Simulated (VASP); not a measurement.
A VASP calculation is set up with these files.

INCAR:
```
SYSTEM = TiCo
PREC = Accurate
ENCUT = 400
EDIFF = 1E-6
NELM = 60
ALGO = Normal
LREAL = .FALSE.
LASPH = .TRUE.
ISMEAR = 1
SIGMA = 0.1
GGA = PE
LMAXMIX = 4
LWAVE = .FALSE.
LCHARG = .FALSE.
ISIF = 2
IMIX = 1
AMIX = 1.2
BMIX = 0.0001
```

POSCAR:
```
TiCo
1
    3.0498000000     0.0000000000     0.0000000000
    0.0000000000     3.0498000000     0.0000000000
    0.0000000000     0.0000000000     3.0498000000
Ti Co
1 1
Direct
  0.0000000000   0.0000000000   0.0000000000
  0.5000000000   0.5000000000   0.5000000000
```

KPOINTS:
```
Automatic mesh
0
Gamma
9 9 9
0 0 0
```

POTCAR, in this order: Ti_sv Co (PBE.64 set). Program: vasp_std.

Output of the run:

**standard output**
```
...
DAV:  21    -0.535970329965E+04   -0.77055E+00   -0.66835E+04  1948   0.104E+03    0.871E+02
DAV:  22    -0.536605499485E+04   -0.63517E+01   -0.65523E+04  1744   0.140E+03    0.863E+02
DAV:  23    -0.532509655108E+04    0.40958E+02   -0.66302E+04  1924   0.104E+03    0.857E+02
DAV:  24    -0.535288232787E+04   -0.27786E+02   -0.65313E+04  1762   0.140E+03    0.865E+02
DAV:  25    -0.536007094296E+04   -0.71886E+01   -0.66931E+04  1930   0.105E+03    0.867E+02
DAV:  26    -0.534888282817E+04    0.11188E+02   -0.65270E+04  1738   0.139E+03    0.860E+02
DAV:  27    -0.534140727933E+04    0.74755E+01   -0.66399E+04  1906   0.104E+03    0.859E+02
DAV:  28    -0.534168333424E+04   -0.27605E+00   -0.65219E+04  1732   0.139E+03    0.855E+02
DAV:  29    -0.532987185665E+04    0.11811E+02   -0.66463E+04  1930   0.103E+03    0.855E+02
DAV:  30    -0.534745752804E+04   -0.17586E+02   -0.65318E+04  1756   0.141E+03    0.868E+02
DAV:  31    -0.534408982726E+04    0.33677E+01   -0.66712E+04  1936   0.105E+03    0.872E+02
DAV:  32    -0.534669302077E+04   -0.26032E+01   -0.65349E+04  1744   0.141E+03    0.862E+02
DAV:  33    -0.533640583174E+04    0.10287E+02   -0.66579E+04  1924   0.104E+03    0.859E+02
DAV:  34    -0.534485104061E+04   -0.84452E+01   -0.65245E+04  1750   0.140E+03    0.853E+02
DAV:  35    -0.534491570726E+04   -0.64667E-01   -0.66610E+04  1924   0.104E+03    0.852E+02
DAV:  36    -0.535403831388E+04   -0.91226E+01   -0.65404E+04  1750   0.141E+03    0.859E+02
DAV:  37    -0.534419277636E+04    0.98455E+01   -0.66718E+04  1948   0.104E+03    0.862E+02
DAV:  38    -0.536791951241E+04   -0.23727E+02   -0.65570E+04  1774   0.141E+03    0.868E+02
DAV:  39    -0.536491570108E+04    0.30038E+01   -0.66968E+04  1942   0.105E+03    0.868E+02
DAV:  40    -0.534707860761E+04    0.17837E+02   -0.65263E+04  1738   0.139E+03    0.861E+02
DAV:  41    -0.533920250535E+04    0.78761E+01   -0.66328E+04  1936   0.104E+03    0.859E+02
DAV:  42    -0.534285584541E+04   -0.36533E+01   -0.65245E+04  1744   0.139E+03    0.859E+02
DAV:  43    -0.533919679698E+04    0.36590E+01   -0.66481E+04  1936   0.104E+03    0.860E+02
DAV:  44    -0.535902824883E+04   -0.19831E+02   -0.65502E+04  1732   0.140E+03    0.855E+02
DAV:  45    -0.534686313231E+04    0.12165E+02   -0.66733E+04  1930   0.104E+03    0.852E+02
DAV:  46    -0.534539580268E+04    0.14673E+01   -0.65305E+04  1742   0.140E+03    0.851E+02
DAV:  47    -0.533313265822E+04    0.12263E+02   -0.66585E+04  1954   0.104E+03    0.855E+02
DAV:  48    -0.535011892001E+04   -0.16986E+02   -0.65386E+04  1744   0.141E+03    0.856E+02
DAV:  49    -0.534003194834E+04    0.10087E+02   -0.66548E+04  1936   0.104E+03    0.853E+02
DAV:  50    -0.534551329126E+04   -0.54813E+01   -0.65327E+04  1738   0.140E+03    0.854E+02
DAV:  51    -0.532451384884E+04    0.20999E+02   -0.66323E+04  1930   0.103E+03    0.853E+02
DAV:  52    -0.534679784652E+04   -0.22284E+02   -0.65331E+04  1744   0.140E+03    0.861E+02
DAV:  53    -0.534148070951E+04    0.53171E+01   -0.66724E+04  1942   0.104E+03    0.863E+02
DAV:  54    -0.535937795830E+04   -0.17897E+02   -0.65429E+04  1738   0.139E+03    0.862E+02
DAV:  55    -0.534708178901E+04    0.12296E+02   -0.66666E+04  1924   0.104E+03    0.861E+02
DAV:  56    -0.534941623908E+04   -0.23345E+01   -0.65326E+04  1756   0.140E+03    0.863E+02
DAV:  57    -0.534470137676E+04    0.47149E+01   -0.66730E+04  1942   0.105E+03    0.864E+02
DAV:  58    -0.533803589688E+04    0.66655E+01   -0.65212E+04  1726   0.140E+03    0.852E+02
DAV:  59    -0.532181559581E+04    0.16220E+02   -0.66410E+04  1930   0.103E+03    0.850E+02
DAV:  60    -0.535373741221E+04   -0.31922E+02   -0.65440E+04  1756   0.142E+03

 -----------------------------------------------------------------------------
|                                                                             |
|           W    W    AA    RRRRR   N    N  II  N    N   GGGG   !!!           |
|           W    W   A  A   R    R  NN   N  II  NN   N  G    G  !!!           |
|           W    W  A    A  R    R  N N  N  II  N N  N  G       !!!           |
|           W WW W  AAAAAA  RRRRR   N  N N  II  N  N N  G  GGG   !            |
|           WW  WW  A    A  R   R   N   NN  II  N   NN  G    G                |
|           W    W  A    A  R    R  N    N  II  N    N   GGGG   !!!           |
|                                                                             |
|     The electronic self-consistency was not achieved in the given           |
|     number of steps (NELM). The forces and other quantities evaluated       |
|     might not be reliable so examine the results carefully. If you find     |
|     spurious results, we suggest increasing NELM, if you were close to      |
|     convergence or switching to a different ALGO or adjusting the           |
|     density mixing parameters otherwise.                                    |
|                                                                             |
 -----------------------------------------------------------------------------

   1 F= -.53537374E+04 E0= -.53537369E+04  d E =-.153569E-02
```

OUTCAR:
```
------------------------ aborting loop EDIFF was not reached (unconverged)  ----------------------------
  FORCE on cell =-STRESS in cart. coord.  units (eV):
  Direction    XX          YY          ZZ          XY          YZ          ZX
  --------------------------------------------------------------------------------------
  Total     1446.7942687   1446.7942687   1446.7942687      0.0000000     -0.0000000      0.0000000
  in kB    81715.2816276  81715.2816276  81715.2816276      0.0000000     -0.0000000      0.0000000
  external PRESSURE =   81715.2816276 kB  Pullay stress =       0.0000000 kB
  volume of cell :       28.37
      direct lattice vectors                 reciprocal lattice vectors
     3.049800000  0.000000000  0.000000000     0.327890353  0.000000000  0.000000000
     0.000000000  3.049800000  0.000000000     0.000000000  0.327890353  0.000000000
     0.000000000  0.000000000  3.049800000     0.000000000  0.000000000  0.327890353
 POSITION                                       TOTAL-FORCE (eV/Angst)
 -----------------------------------------------------------------------------------
      0.00000      0.00000      0.00000         0.000000      0.000000      0.000000
      1.52490      1.52490      1.52490         0.000000      0.000000      0.000000
 -----------------------------------------------------------------------------------
    total drift:                               -0.000000      0.000000      0.000000
  FREE ENERGIE OF THE ION-ELECTRON SYSTEM (eV)
  ---------------------------------------------------
  free  energy   TOTEN  =     -5353.7374122130 eV

  energy  without entropy=    -5353.7358765193  energy(sigma->0) =    -5353.73690032
```
(Selected blocks of OUTCAR.)

**Question.** Read input and log: which fault does this run have?
A. LDA potentials were taken and GGA is not set, so the run is LDA and not PBE
B. selective dynamics freezes every atom
C. the lattice vectors form a left-handed set
D. simple mixing (IMIX = 1) with AMIX above 1 overshoots

**Answer.** D, simple mixing (IMIX = 1) with AMIX above 1 overshoots. Convergence was not reached. Against the sound run, the energy per atom (σ→0) falls by 2669.102 eV/atom; the pressure goes up by 8184.15 GPa.

To mend it, remove IMIX, remove AMIX, remove BMIX.

The mended run (PBE GGA, plane waves, VASP's PBE PAW potentials (set 64)) converges, and its OSZICAR ends with
```
   1 F= -.15533970E+02 E0= -.15532073E+02  d E =-.568977E-02
```

The compound is TiCo in the CsCl type structure. The cell was not relaxed at this level. The run is not spin-polarised, so no magnetic state was tried. The electron count is odd and the run is not spin-polarised, which forces a metal.
